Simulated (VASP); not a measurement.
# CaCeAs2 (P4/nmm) in VASP: single point with PBE

Aim: the single point of CaCeAs2 with PBE.

Program: VASP 6.6.1. These are calculated values, not measurements. Logs are shortened: lines on timing, memory, paths and dates and some standing lists are left out, and cuts for length are marked.

### Step 1. Starting point

It takes space group P4/nmm (No. 129, tetragonal). The conventional cell has a = 4.188 Å, b = 4.188 Å, c = 10.810 Å, α = 90.00°, β = 90.00°, γ = 90.00°. Around Ca (site symmetry -4m2) lie 4 As at 2.82 Å and 4 Ca at 2.96 Å. As (site symmetry 4mm) is surrounded by 4 Ca at 2.82 Å and 4 Ce at 3.14 Å. As (site symmetry -4m2) has 4 As at 2.96 Å and 4 Ce at 3.24 Å as nearest neighbours. Ce (site symmetry 4mm) has 8 As at 3.14 to 3.24 Å and 4 Ca at 3.60 Å as nearest neighbours.

The cell was built by a generator and needn't be a form met in nature.

### Step 2. Single point, PBE

INCAR

```
ALGO = Normal
EDIFF = 1E-6
ENCUT = 520
GGA = PE
ISIF = 2
ISMEAR = -1
LASPH = T
LCHARG = F
LREAL = F
LWAVE = F
NBANDS = 42
NELM = 100
PREC = Accurate
SIGMA = 0.1
```

KPOINTS

```
k-points
0
Gamma
  4 4 2
```

POSCAR

```
CaCeAs2
1.0
    4.1877580000      0.0000000000      0.0000000000
    0.0000000000      4.1877580000      0.0000000000
    0.0000000000      0.0000000000     10.8103030000
Ca As Ce
2 4 2
Direct
    0.7500000000      0.2500000000      0.0000000000
    0.2500000000      0.7500000000      0.0000000000
    0.2500000000      0.2500000000      0.1747000000
    0.7500000000      0.7500000000      0.8253000000
    0.7500000000      0.2500000000      0.5000000000
    0.2500000000      0.7500000000      0.5000000000
    0.2500000000      0.2500000000      0.7293000000
    0.7500000000      0.7500000000      0.2707000000
```

Potentials or basis: VASP PAW PBE potentials, release 64 (Ca_sv, As, Ce).

Started as:

```bash
$ cat potpaw_PBE.64/Ca_sv/POTCAR potpaw_PBE.64/As/POTCAR potpaw_PBE.64/Ce/POTCAR > POTCAR
$ mpirun -np 1 vasp_std > vasp.out
```

OUTCAR:

```text
EDIFF = 1E-6
   ENCUT = 520
   GGA = PE
   ISIF = 2
   ISMEAR = -1
   LASPH = T
   LREAL = F
   NELM = 100
   PREC = Accurate

 ion  position               nearest neighbor table
   1  0.750  0.250  0.000-   3 2.82   4 2.82   4 2.82   3 2.82   2 2.96   2 2.96   2 2.96   2 2.96

   2  0.250  0.750  0.000-   3 2.82   4 2.82   3 2.82   4 2.82   1 2.96   1 2.96   1 2.96   1 2.96

   3  0.250  0.250  0.175-   1 2.82   2 2.82   2 2.82   1 2.82
   4  0.750  0.750  0.825-   1 2.82   2 2.82   1 2.82   2 2.82
   5  0.750  0.250  0.500-
   6  0.250  0.750  0.500-
   7  0.250  0.250  0.729-
   8  0.750  0.750  0.271-

  LATTYP: Found a simple tetragonal cell.
 ALAT       =     4.1877580000
 C/A-ratio  =     2.5814058501

  Lattice vectors:

 A1 = (   4.1877580000,   0.0000000000,   0.0000000000)
 A2 = (   0.0000000000,   4.1877580000,   0.0000000000)
 A3 = (   0.0000000000,   0.0000000000,  10.8103030000)

Analysis of symmetry for initial positions (statically):
=====================================================================
 Subroutine PRICEL returns:
 Original cell was already a primitive cell.

 Routine SETGRP: Setting up the symmetry group for a
 simple tetragonal supercell.

 Subroutine GETGRP returns: Found 16 space group operations
 (whereof  4 operations were pure point group operations)
 out of a pool of 16 trial point group operations.

The static configuration has the point symmetry C_2h.
 The point group associated with its full space group is D_4h.

Analysis of symmetry for dynamics (positions and initial velocities):
=====================================================================
 Subroutine PRICEL returns:
 Original cell was already a primitive cell.

 Routine SETGRP: Setting up the symmetry group for a
 simple tetragonal supercell.

 Subroutine GETGRP returns: Found 16 space group operations
 (whereof  4 operations were pure point group operations)
 out of a pool of 16 trial point group operations.

The dynamic configuration has the point symmetry C_2h.
 The point group associated with its full space group is D_4h.

 Subroutine INISYM returns: Found 16 space group operations
 (whereof  4 operations are pure point group operations),
 and found     1 'primitive' translations

----------------------------------------------------------------------------------------

                                     Primitive cell

  volume of cell :     189.5837

  direct lattice vectors                    reciprocal lattice vectors
     4.187758000  0.000000000  0.000000000     0.238791258  0.000000000  0.000000000
     0.000000000  4.187758000  0.000000000     0.000000000  0.238791258  0.000000000
     0.000000000  0.000000000 10.810303000     0.000000000  0.000000000  0.092504345

  length of vectors
     4.187758000  4.187758000 10.810303000     0.238791258  0.238791258  0.092504345

  position of ions in fractional coordinates (direct lattice)
     0.750000000  0.250000000  0.000000000
     0.250000000  0.750000000  0.000000000
     0.250000000  0.250000000  0.174700000
     0.750000000  0.750000000  0.825300000
     0.750000000  0.250000000  0.500000000
     0.250000000  0.750000000  0.500000000
     0.250000000  0.250000000  0.729300000
     0.750000000  0.750000000  0.270700000

  ion indices of the primitive-cell ions
   primitive index   ion index
                 1           1
                 2           2
                 3           3
                 4           4
                 5           5
                 6           6
                 7           7
                 8           8

----------------------------------------------------------------------------------------

 KPOINTS: k-points

Automatic generation of k-mesh.
 Grid dimensions read from file:
 generate k-points for:    4    4    2

 Generating k-lattice:

  Cartesian coordinates                     Fractional coordinates (reciprocal lattice)
     0.059697814  0.000000000  0.000000000     0.250000000  0.000000000  0.000000000
     0.000000000  0.059697814  0.000000000     0.000000000  0.250000000  0.000000000
     0.000000000  0.000000000  0.046252173     0.000000000  0.000000000  0.500000000

  Length of vectors
     0.059697814  0.059697814  0.046252173

  Shift w.r.t. Gamma in fractional coordinates (k-lattice)
     0.000000000  0.000000000  0.000000000

 Subroutine IBZKPT returns following result:
 ===========================================

 Found     12 irreducible k-points:

 Following reciprocal coordinates:
            Coordinates               Weight
  0.000000  0.000000  0.000000      1.000000
  0.250000  0.000000  0.000000      4.000000
  0.500000  0.000000  0.000000      2.000000
  0.250000  0.250000  0.000000      4.000000
  0.500000  0.250000  0.000000      4.000000
  0.500000  0.500000  0.000000      1.000000
  0.000000  0.000000  0.500000      1.000000
  0.250000  0.000000  0.500000      4.000000
  0.500000  0.000000  0.500000      2.000000
  0.250000  0.250000  0.500000      4.000000
  0.500000  0.250000  0.500000      4.000000
  0.500000  0.500000  0.500000      1.000000
   k-points           NKPTS =     12   k-points in BZ     NKDIM =     12   number of bands    NBANDS=     42
   number of dos      NEDOS =    301   number of ions     NIONS =      8
   total plane-waves  NPLWV =  81920
   dimension x,y,z NGX =    32 NGY =   32 NGZ =   80
   dimension x,y,z NGXF=    64 NGYF=   64 NGZF=  160
   ions per type =               2   4   2
   NGX,Y,Z   is equivalent  to a cutoff of  12.70, 12.70, 12.30 a.u.
   NGXF,Y,Z  is equivalent  to a cutoff of  25.41, 25.41, 24.61 a.u.
 SYSTEM =  unknown system
   PREC   = accura    normal or accurate (medium, high low for compatibility)
   ISTART =      0    job   : 0-new  1-cont  2-samecut
   ICHARG =      2    charge: 1-file 2-atom 10-const
   ISPIN  =      1    spin polarized calculation?
   LNONCOLLINEAR =      F non collinear calculations
   LSORBIT =      F    spin-orbit coupling
   LASPH  =      T    aspherical Exc in radial PAW
   ENCUT  =  520.0 eV  38.22 Ry    6.18 a.u.   7.79  7.79 20.10*2*pi/ulx,y,z
   NELM   =    100;   NELMIN=  2; NELMDL= -5     # of ELM steps
   EDIFF  = 0.1E-05   stopping-criterion for ELM
   LREAL  =      F    real-space projection
   EDIFFG = 0.1E-04   stopping-criterion for IOM
   NSW    =      0    number of steps for IOM
   IBRION =     -1    ionic relax: 0-MD 1-quasi-New 2-CG
   NFREE  =      0    steps in history (QN), initial steepest desc. (CG)
   ISIF   =      2    stress and relaxation
   ISYM   =      2    0-nonsym 1-usesym 2-fastsym
   POTIM  = 0.5000    time-step for ionic-motion
   TEBEG  =    0.0;   TEEND  =   0.0 temperature during run
   PSTRESS=    0.0 pullay stress
   NELECT =      64.0000    total number of electrons
   NUPDOWN=      -1.0000    fix difference up-down
   EMIN   =  10.00;   EMAX   =-10.00  energy-range for DOS
   EFERMI =   0.00;   METHOD = LEGACY
   ISMEAR =    -1;   SIGMA  =   0.10  broadening in eV -4-tet -1-fermi 0-gaus
   EFERMI_NEDOS =   21; number of points for ismear=-14 and -15
   IALGO  =     38    algorithm
   IMIX   =      4    mixing-type and parameters
     AMIX     =   0.40;   BMIX     =  1.00
     AMIX_MAG =   1.60;   BMIX_MAG =  1.00
  volume/ion in A,a.u.               =      23.70       159.92
  Fermi-wavevector in a.u.,A,eV,Ry     =   1.139903  2.154104 17.679116  1.299378
  Thomas-Fermi vector in A             =   2.276606
   LORBIT       =      0    0 simple, 1 ext, 2 COOP (PROOUT), +10 PAW based schemes
   GGA     = PE    functional components
   LHFCALC =     F    Hartree Fock is set to
   AEXX    =    0.0000 exact exchange contribution
   IVDW    =     0    specifies the selected vdW correction
   LEPSILON=     F    determine dielectric tensor
   LRPA    =     F    only Hartree local field effects (RPA)
 non-spin polarized calculation
  energy-cutoff  :      520.00
  volume of cell :      189.58
 maximum number of plane-waves:      5120
 NGX is ok and might be reduce to    32
   NGX = 15   NGY = 15   NGZ = 41

 number of electron      64.0000001 magnetization

 Free energy of the ion-electron system (eV)
  ---------------------------------------------------
  ext. energy  EPLUGINS =         0.00000000
  ---------------------------------------------------
  free energy    TOTEN  =       -40.39103295 eV

  energy without entropy =      -39.80769144  energy(sigma->0) =      -40.09936220

 E-fermi :   5.9803     XC(G=0): -10.2153

 val. band max:        5.9420260801   @ k =   0.5000   0.5000   0.0000
 cond. band min:       5.9821595595   @ k =   0.2500   0.2500   0.0000
 fundamental gap:      0.0401334794
 Fermi energy:         5.9802605291

 k-point     1 :       0.0000    0.0000    0.0000
  band No.  band energies     occupation
      1     -34.6759      2.00000
      2     -34.4067      2.00000
      3     -28.7512      2.00000
      4     -28.7512      2.00000
      5     -16.1514      2.00000
      6     -16.1514      2.00000
[... 34 lines left out ...]
     41       6.3524      0.04724
     42       6.4520      0.01772

 k-point     2 :       0.2500    0.0000    0.0000
  band No.  band energies     occupation
      1     -34.6360      2.00000
      2     -34.4456      2.00000
      3     -28.7441      2.00000
      4     -28.7441      2.00000
      5     -16.0667      2.00000
      6     -16.0356      2.00000
[... 34 lines left out ...]
     41       6.4050      0.02821
     42       6.4153      0.02548

 k-point     3 :       0.5000    0.0000    0.0000
  band No.  band energies     occupation
      1     -34.5403      2.00000
      2     -34.5403      2.00000
      3     -28.7369      2.00000
      4     -28.7369      2.00000
      5     -15.8123      2.00000
      6     -15.8123      2.00000
[... 357 lines left out ...]
      4     -28.7301      2.00000
      5     -16.1870      2.00000
      6     -16.1870      2.00000
[... 34 lines left out ...]
     41       6.3731      0.03858
     42       6.3732      0.03854

 k-point    12 :       0.5000    0.5000    0.5000
  band No.  band energies     occupation
      1     -34.5366      2.00000
      2     -34.5366      2.00000
      3     -28.7234      2.00000
      4     -28.7234      2.00000
      5     -16.3564      2.00000
      6     -16.3564      2.00000
[... 34 lines left out ...]
     41       6.3729      0.03868
     42       6.3731      0.03858

------------------------ aborting loop because EDIFF is reached ----------------------------------------

  FORCE on cell =-STRESS in cart. coord.  units (eV):
  Direction    XX          YY          ZZ          XY          YZ          ZX
  --------------------------------------------------------------------------------------
  -------------------------------------------------------------------------------------
  Total        3.3458665      3.3458665      6.6776751      0.0000000      0.0000000      0.0000000
  in kB       28.2760129     28.2760129     56.4332219      0.0000000      0.0000000      0.0000000
  external PRESSURE =      37.6617492 kB  Pullay stress =       0.0000000 kB

 VOLUME and BASIS-vectors are now :
 -----------------------------------------------------------------------------
  energy-cutoff  :      520.00
  volume of cell :      189.58
      direct lattice vectors                 reciprocal lattice vectors
     4.187758000  0.000000000  0.000000000     0.238791258  0.000000000  0.000000000
     0.000000000  4.187758000  0.000000000     0.000000000  0.238791258  0.000000000
     0.000000000  0.000000000 10.810303000     0.000000000  0.000000000  0.092504345

 POSITION                                       TOTAL-FORCE (eV/Angst)
 -----------------------------------------------------------------------------------
      3.14082      1.04694      0.00000        -0.000000     -0.000000      0.000000
      1.04694      3.14082      0.00000        -0.000000      0.000000      0.000000
      1.04694      1.04694      1.88856         0.000000      0.000000      1.113759
      3.14082      3.14082      8.92174         0.000000     -0.000000     -1.113759
      3.14082      1.04694      5.40515        -0.000000     -0.000000      0.000000
      1.04694      3.14082      5.40515        -0.000000     -0.000000      0.000000
      1.04694      1.04694      7.88395        -0.000000      0.000000     -2.243148
      3.14082      3.14082      2.92635         0.000000      0.000000      2.243148
 -----------------------------------------------------------------------------------
    total drift:                                0.000000     -0.000000     -0.000000

  FREE ENERGIE OF THE ION-ELECTRON SYSTEM (eV)
  ---------------------------------------------------
  free  energy   TOTEN  =       -40.3910329491 eV

  energy  without entropy=      -39.8076914429  energy(sigma->0) =      -40.09936220
```

Wall time 6.4 min (1 thread of Intel Xeon Platinum 8488C (Sapphire Rapids), shared host); peak memory 0.32 GiB.

Results:

```yaml
Free_energy: -40.3910 eV
Pressure: 3.8 GPa
Largest_force: 2.243 eV/Å
Band_gap_on_the_k_mesh: none (metal or under the smearing width)
```

Forces on the atoms (eV/Å):
```
Ca   0.000  0.000  0.000
Ca   0.000  0.000  0.000
As   0.000  0.000  1.114
As   0.000  0.000 -1.114
As   0.000  0.000  0.000
As   0.000  0.000  0.000
Ce   0.000  0.000 -2.243
Ce   0.000  0.000  2.243
```

Stress tensor (GPa, compression positive):
```
2.83 0.00 0.00
0.00 2.83 0.00
0.00 0.00 5.64
```

Levels at points of the mesh, in eV from the Fermi level:
| k point | band 30 | band 31 | band 32 | band 33 | band 34 | band 35 |
| --- | --- | --- | --- | --- | --- | --- |
| (0.00, 0.00, 0.00) | -1.31 | -0.54 | -0.42 | 0.11 | 0.19 | 0.26 |
| (0.50, 0.00, 0.00) | -1.02 | -0.90 | -0.90 | 0.10 | 0.10 | 0.25 |
| (0.50, 0.50, 0.00) | -1.64 | -0.04 | -0.04 | 0.27 | 0.27 | 0.31 |
| (0.00, 0.00, 0.50) | -1.41 | -0.45 | -0.07 | -0.06 | 0.28 | 0.28 |
| (0.50, 0.00, 0.50) | -1.04 | -0.78 | -0.78 | 0.03 | 0.03 | 0.27 |
| (0.50, 0.50, 0.50) | -1.69 | -0.04 | -0.04 | 0.27 | 0.27 | 0.30 |

Caveat: the k mesh is coarse (spacing up to 0.38 Å⁻¹), so the values aren't converged; without U or exact exchange the open f shell lies at the Fermi level, which spoils levels, moments and volumes; forces of over 1 eV/Å show positions far from the minimum, so gaps and moduli don't describe the material at rest.
